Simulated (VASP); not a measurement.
Calculation: LDA (Ceperley-Alder, Perdew-Zunger), VASP's LDA PAW potentials (set 64) (plane waves; VASP 6.6.1).

The input files of a VASP run:

### INCAR
```
# general
SYSTEM = C
PREC   = Accurate
ENCUT  = 520
LREAL  = .False.
LASPH  = .True.

# electronic loop
EDIFF  = 1E-6
NELM   = 100
ALGO   = Normal

# smearing
ISMEAR = 0
SIGMA  = 0.05

# ions
IBRION = 2
NSW    = 60
ISIF   = 3
EDIFFG = -0.02

# output
LWAVE  = .False.
LCHARG = .False.
```

**KPOINTS**
```
Automatic mesh
0
Gamma
9 9 1
```

### POSCAR
```
C
1
    2.4469287126     0.0000000000    -0.0000000000
   -1.2234643563     2.1191028441     0.0000000000
   -0.0000000000     0.0000000000    24.1277359996
C
4
Direct
  0.0000000000   0.0000000000   0.5704668415
  0.0000000000   0.0000000000   0.4295331585
  0.3333330000   0.6666670000   0.4295238648
  0.6666670000   0.3333330000   0.5704761352
```

POTCAR, in this order: C (LDA.64 set). Program: vasp_std.

The cell holds a wide vacuum, so values per volume refer to the whole cell. Energy and stress use the plane-wave basis of the starting cell.

Problem. Predict the energy per atom (σ→0), band gap (on the k-mesh).

Solution. 
The energy per atom (σ→0) is -10.096 eV/atom. The band gap (on the k-mesh) comes out as none (metal, semimetal or under 0.01 eV).

**OSZICAR**
```
...
DAV:   2    -0.403832681477E+02    0.11816E-03   -0.20099E-04   288   0.113E-01    0.279E-02
DAV:   3    -0.403832092811E+02    0.58867E-04   -0.16387E-04   324   0.860E-02    0.628E-03
DAV:   4    -0.403832103185E+02   -0.10374E-05   -0.33974E-06   324   0.154E-02    0.398E-03
DAV:   5    -0.403832125400E+02   -0.22215E-05   -0.11506E-06   236   0.842E-03    0.828E-04
DAV:   6    -0.403832153971E+02   -0.28571E-05   -0.37686E-07   200   0.400E-03    0.921E-04
DAV:   7    -0.403832209271E+02   -0.55300E-05   -0.97370E-07   268   0.405E-03    0.523E-04
DAV:   8    -0.403832217112E+02   -0.78415E-06   -0.57361E-08   220   0.161E-03
  15 F= -.40383222E+02 E0= -.40382525E+02  d E =-.173169E-02
```

The cell is a sheet with vacuum, built from a database entry that may be metastable or hypothetical.
